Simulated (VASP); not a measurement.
VASP runs on Cr (bcc, AFM order) share one base input (PBE GGA, plane waves, VASP's PBE PAW potentials (set 64)) and change the settings named in each case.

File KPOINTS:
```
Automatic mesh
0
Gamma
11 11 11
0 0 0
```

File POSCAR:
```
Cr
1
    2.9376000000     0.0000000000     0.0000000000
    0.0000000000     2.9376000000     0.0000000000
    0.0000000000     0.0000000000     2.9376000000
Cr
2
Direct
  0.0000000000   0.0000000000   0.0000000000
  0.5000000000   0.5000000000   0.5000000000
```

**INCAR**
```
NELM  =  100   ! most electronic steps
GGA  =  PE
LASPH  =  .TRUE.   ! aspherical one-centre terms
PREC  =  Accurate
LREAL  =  .FALSE.   ! projection in real space or not
ALGO  =  Normal   ! blocked Davidson
LWAVE  =  .FALSE.
SYSTEM  =  Cr
ISMEAR  =  1
ISPIN  =  2
SIGMA  =  0.1
LMAXMIX  =  4   ! l cut-off of mixed one-centre charges
MAGMOM  =  1.5 -1.5
EDIFF  =  1E-6
ENCUT  =  400
LORBIT  =  10
LCHARG  =  .FALSE.
ISIF  =  2   ! forces and stress, cell fixed
```

POTCAR, in this order: Cr_pv (PBE.64 set). Program: vasp_std.

| change | E(σ→0) (eV/atom) | pressure (GPa) | −TS (eV) | irreducible k-points |
|---|---|---|---|---|
| base run | -9.4974 | -12.04 | -0.0003 | 56 |
| KPOINTS 2×2×2 Monkhorst-Pack mesh | -10.3815 | -26.33 | 0.0175 | 1 |
| KPOINTS 4×4×4 Monkhorst-Pack mesh | -9.5270 | -8.82 | 0.0007 | 4 |
| KPOINTS 9×9×9 Monkhorst-Pack mesh | … | … | -0.0004 | 35 |
| KPOINTS 10×10×10 Monkhorst-Pack mesh | -9.4968 | -11.95 | -0.0004 | 35 |

### Question
Some entries are withheld; supply them.

### Answer

- KPOINTS 9×9×9 Monkhorst-Pack mesh, E(σ→0) (eV/atom): -9.4940
- KPOINTS 9×9×9 Monkhorst-Pack mesh, pressure (GPa): -11.78

Left out are runs that ran out of time, are held back, or changed the cell or the kind of run, fixed moments of cells without a moment, rows past the twelfth, gaps on odd meshes, pressures of charged cells and columns that move by less than the noise.

The compound is Cr in the bcc, AFM order structure. The cell was not relaxed at this level. The spin order is the one that the start imposed; others were not tried in this run.
